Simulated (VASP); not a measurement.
# SiC (F-43m) in VASP: dielectric tensor with r2SCAN

Aim: the dielectric tensor of SiC with r2SCAN.

Program: VASP 6.6.1. These are calculated values, not measurements. Logs are shortened: lines on timing, memory, paths and dates and some standing lists are left out, and cuts for length are marked.

**Measured values to compare with.**

From “Insight into the structural, elastic and electronic properties of a new orthorhombic 6O-SiC polytype”, 2020, pmc:7200658, for a bulk crystal of SiC: band gap 2.4 eV (indirect).

From “Infrared properties of SiC particles”, 1999, arxiv:astro-ph/9903031, for a bulk crystal of SiC: high-frequency dielectric constant 6.49.

How close the calculation comes is told below.

### 1 The structure

Symmetry: F-43m, No. 216, cubic system. Conventional cell: a = 4.358 Å, b = 4.358 Å, c = 4.358 Å, α = 90.00°, β = 90.00°, γ = 90.00°. Si (site symmetry -43m) is surrounded by 4 C at 1.89 Å. Around C (site symmetry -43m) lie 4 Si at 1.89 Å.

The cell is a database's computed one.

### 2 Dielectric tensor, r2SCAN

The input, INCAR:

```
SYSTEM = SiC
PREC     = Accurate       ! precision mode
ENCUT    = 520            ! plane-wave cutoff, eV
EDIFF    = 1E-8           ! SCF threshold, eV
ISMEAR   = 0              ! smearing method
SIGMA    = 0.02           ! smearing width, eV
LREAL    = .FALSE.        ! projectors in reciprocal space
LASPH    = .TRUE.         ! aspherical terms in the spheres
NELM     = 80             ! most SCF steps
ALGO     = Normal         ! electronic algorithm
ISIF     = 2              ! what is computed and relaxed
LWAVE    = .FALSE.        ! write WAVECAR
LCHARG   = .FALSE.        ! write CHGCAR
METAGGA  = R2SCAN         ! meta-GGA
LMIXTAU  = .TRUE.       
LCALCEPS = .TRUE.
```

The input, KPOINTS:

```
regular mesh
0
G
  10 10 10
  0 0 0
```

The input, POSCAR:

```
SiC
1.0
    0.0000000000      2.1791100000      2.1791100000
    2.1791100000      0.0000000000      2.1791100000
    2.1791100000      2.1791100000      0.0000000000
Si C
1 1
Direct
    0.7500000000      0.7500000000      0.7500000000
    0.0000000000      0.0000000000      0.0000000000
```

Potentials or basis: VASP PAW PBE potentials, release 64 (Si, C).

Launch:

```bash
$ cat potpaw_PBE.64/Si/POTCAR potpaw_PBE.64/C/POTCAR > POTCAR
$ mpirun -np 1 vasp_std > vasp.out
```

OUTCAR:

```text
SYSTEM = SiC
   PREC = Accurate
   ENCUT = 520
   EDIFF = 1E-8
   ISMEAR = 0
   LREAL = .FALSE.
   LASPH = .TRUE.
   NELM = 80
   ISIF = 2
   METAGGA = R2SCAN

 ion  position               nearest neighbor table
   1  0.750  0.750  0.750-   2 1.89   2 1.89   2 1.89   2 1.89
   2  0.000  0.000  0.000-   1 1.89   1 1.89   1 1.89   1 1.89

  LATTYP: Found a face centered cubic cell.
 ALAT       =     4.3582200000

  Lattice vectors:

 A1 = (   0.0000000000,   2.1791100000,   2.1791100000)
 A2 = (   2.1791100000,   0.0000000000,   2.1791100000)
 A3 = (   2.1791100000,   2.1791100000,   0.0000000000)

Analysis of symmetry for initial positions (statically):
=====================================================================
 Subroutine PRICEL returns:
 Original cell was already a primitive cell.

 Routine SETGRP: Setting up the symmetry group for a
 face centered cubic supercell.

 Subroutine GETGRP returns: Found 24 space group operations
 (whereof 24 operations were pure point group operations)
 out of a pool of 48 trial point group operations.

The static configuration has the point symmetry T_d .

Analysis of symmetry for dynamics (positions and initial velocities):
=====================================================================
 Subroutine PRICEL returns:
 Original cell was already a primitive cell.

 Routine SETGRP: Setting up the symmetry group for a
 face centered cubic supercell.

 Subroutine GETGRP returns: Found 24 space group operations
 (whereof 24 operations were pure point group operations)
 out of a pool of 48 trial point group operations.

The dynamic configuration has the point symmetry T_d .

 Subroutine INISYM returns: Found 24 space group operations
 (whereof 24 operations are pure point group operations),
 and found     1 'primitive' translations

----------------------------------------------------------------------------------------

                                     Primitive cell

  volume of cell :      20.6951

  direct lattice vectors                    reciprocal lattice vectors
     0.000000000  2.179110000  2.179110000    -0.229451473  0.229451473  0.229451473
     2.179110000  0.000000000  2.179110000     0.229451473 -0.229451473  0.229451473
     2.179110000  2.179110000  0.000000000     0.229451473  0.229451473 -0.229451473

  length of vectors
[... 130 lines left out ...]
  energy without entropy =      -19.32696771  energy(sigma->0) =      -19.32696771

 E-fermi :   8.0816     XC(G=0): -11.9337

 val. band max:        7.9808046679   @ k =   0.0000   0.0000   0.0000
 cond. band min:   10000.0000000000   @ k =   0.0000   0.0000   0.0000
 fundamental gap:   9992.0191953321
 Fermi energy:         8.0815837169

 k-point     1 :       0.0000    0.0000    0.0000
  band No.  band energies     occupation
      1      -8.1978      2.00000
      2       7.9804      2.00000
      3       7.9806      2.00000
      4       7.9808      2.00000
      5   10000.0000      0.00000
      6   10000.0000      0.00000
      7   10000.0000      0.00000
      8   10000.0000      0.00000
[... 243 lines left out ...]
 k-point    24 :       0.4000    0.3000    0.0000
  band No.  band energies     occupation
      1      -4.9641      2.00000
      2       2.1450      2.00000
      3       4.7092      2.00000
      4       5.2351      2.00000
      5   10000.0000      0.00000
      6   10000.0000      0.00000
      7   10000.0000      0.00000
      8   10000.0000      0.00000

 [... further k-points ...]

------------------------ aborting loop because EDIFF is reached ----------------------------------------

            Ionic dipole moment: p[ion]=(    -4.35822    -4.35822    -4.35822 ) |e| Angst

 Total electronic dipole moment: p[elc]=(     0.00184     0.00184     0.00815 ) |e| Angst

 MACROSCOPIC STATIC DIELECTRIC TENSOR (including local field effects)
 ------------------------------------------------------
           6.515386     0.000000     0.000000
          -0.000000     6.515386    -0.000000
           0.000000     0.000000     6.515386
 ------------------------------------------------------

 PIEZOELECTRIC TENSOR (including local field effects) (e Angst)
          XX          YY          ZZ          XY          YZ          ZX
  --------------------------------------------------------------------------------
  x     0.00000     0.00000     0.00000     0.00000    -1.25436     0.00000
  y     0.00000    -0.00000     0.00000     0.00000     0.00000    -1.25436
  z    -0.00000    -0.00000     0.00000    -1.25436     0.00000     0.00000

 PIEZOELECTRIC TENSOR (including local field effects) (C/m^2)
          XX          YY          ZZ          XY          YZ          ZX
  --------------------------------------------------------------------------------
  x     0.00000     0.00000     0.00000     0.00000    -0.97110     0.00000
  y     0.00000    -0.00000     0.00000     0.00000     0.00000    -0.97110
  z    -0.00000    -0.00000     0.00000    -0.97110     0.00000     0.00000

 BORN EFFECTIVE CHARGES (including local field effects) (in |e|, cummulative output)
 ---------------------------------------------------------------------------------
 ion    1
    1     2.69496    -0.00000     0.00000
    2    -0.00000     2.69496    -0.00000
    3     0.00000     0.00000     2.69496
 ion    2
    1    -2.69496     0.00000     0.00000
    2     0.00000    -2.69496     0.00000
    3    -0.00000     0.00000    -2.69496

  FORCE on cell =-STRESS in cart. coord.  units (eV):
  Direction    XX          YY          ZZ          XY          YZ          ZX
  --------------------------------------------------------------------------------------
  -------------------------------------------------------------------------------------
  Total       -0.0616387     -0.0616387     -0.0616387      0.0000000      0.0000000      0.0000000
  in kB       -4.7719595     -4.7719595     -4.7719595      0.0000000      0.0000000      0.0000000
  external PRESSURE =      -4.7719595 kB  Pullay stress =       0.0000000 kB

 VOLUME and BASIS-vectors are now :
 -----------------------------------------------------------------------------
  energy-cutoff  :      520.00
  volume of cell :       20.70
      direct lattice vectors                 reciprocal lattice vectors
     0.000000000  2.179110000  2.179110000    -0.229451473  0.229451473  0.229451473
     2.179110000  0.000000000  2.179110000     0.229451473 -0.229451473  0.229451473
     2.179110000  2.179110000  0.000000000     0.229451473  0.229451473 -0.229451473

 POSITION                                       TOTAL-FORCE (eV/Angst)
 -----------------------------------------------------------------------------------
      3.26867      3.26867      3.26867         0.000000      0.000000      0.000000
      0.00000      0.00000      0.00000        -0.000000     -0.000000     -0.000000
 -----------------------------------------------------------------------------------
    total drift:                               -0.000001     -0.000001     -0.000001

  FREE ENERGIE OF THE ION-ELECTRON SYSTEM (eV)
  ---------------------------------------------------
  free  energy   TOTEN  =       -19.3269677102 eV

  energy  without entropy=      -19.3269677102  energy(sigma->0) =      -19.32696771
```

Run time: 12 min. Hardware: 1 thread of Intel Xeon 6975P-C (Granite Rapids), shared host; peak memory 0.34 GiB.

What came out:

* Band gap on the k mesh: 1.73 eV, indirect (least direct gap 5.06 eV)
* Electronic dielectric tensor (diagonal): 6.52
* Born charges (mean of the diagonal): Si +2.69; C -2.69 e

Electronic dielectric tensor:
```
6.52 0.00 0.00
0.00 6.52 0.00
0.00 0.00 6.52
```

Born effective charge tensors (e):
atom 1, Si
```
2.69 0.00 0.00
0.00 2.69 0.00
0.00 0.00 2.69
```
atom 2, C
```
-2.69  0.00  0.00
 0.00 -2.69  0.00
 0.00  0.00 -2.69
```

Dipole moments of the cell (e·Å, modulo the quantum): ionic -4.358, -4.358, -4.358; electronic 0.002, 0.002, 0.008

Caveat: the PAW data sets were made with another functional, which shifts forces and pressure a little.

### 3 Against experiment

Step 2. Against the measured gap of SiC, 2.4 eV (indirect; quoted in “Insight into the structural, elastic and electronic properties of a new orthorhombic 6O-SiC polytype”, 2020, pmc:7200658), the calculated 1.73 eV is off by -0.67 eV. The value is that of r2SCAN on a finite k mesh, which can miss the band edges, without temperature or zero-point motion. The cell is a database's relaxed one, not the measured one, which moves gaps too. A measured high-frequency dielectric constant of SiC is 6.49 (quoted in “Infrared properties of SiC particles”, 1999, arxiv:astro-ph/9903031); the calculated 6.52 misses it by +0.4 %.
